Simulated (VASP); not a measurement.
NiC:

```xyz
2
Lattice="0.0000 2.0341 2.0341 2.0341 0.0000 2.0341 2.0341 2.0341 0.0000" Properties=species:S:1:pos:R:3 pbc="T T T"
Ni    2.0341    2.0341    2.0341
C     0.0000    0.0000    0.0000
```

The cell was built by a generator and needn't be a form met in nature.

```yaml
Program: VASP 6.6.1
Task: relaxation of cell and atoms
Functional: LDA
Potentials_or_basis: VASP PAW LDA potentials, release 64 (Ni, C)
Cutoff: 600 eV
k_mesh: 11 × 11 × 11
Occupations: gaussian, width 0.05 eV
Spin: collinear spin, ferromagnetic start
Starting_moments: "[1.0, 0.0] μB"
```

At the start: pressure -16.4 GPa; volume 8.42 Å³/atom.

Problem. How do energy, volume and symmetry change on relaxing?

Solution. Over 3 steps the energy falls by 26.6 meV/atom and the volume is 7.93 Å³/atom (-5.8 %); space group Fm-3m (No. 225, to 0.05 Å); moment 0.00 μB per cell.

Step by step:
```csv
step,energy change (eV),largest force (eV/Å),pressure (GPa),volume (Å³)
1,0.0000,0.0000,-16.38,16.83
2,0.0188,0.0000,23.90,14.82
3,-0.0532,0.0000,-0.31,15.86
```

Final structure:
```
Ni C
1.0
     0.00000    1.99408    1.99408
     1.99408    0.00000    1.99408
     1.99408    1.99408    0.00000
Ni C
1 1
Direct
  0.50000 0.50000 0.50000
  0.00000 0.00000 0.00000
```
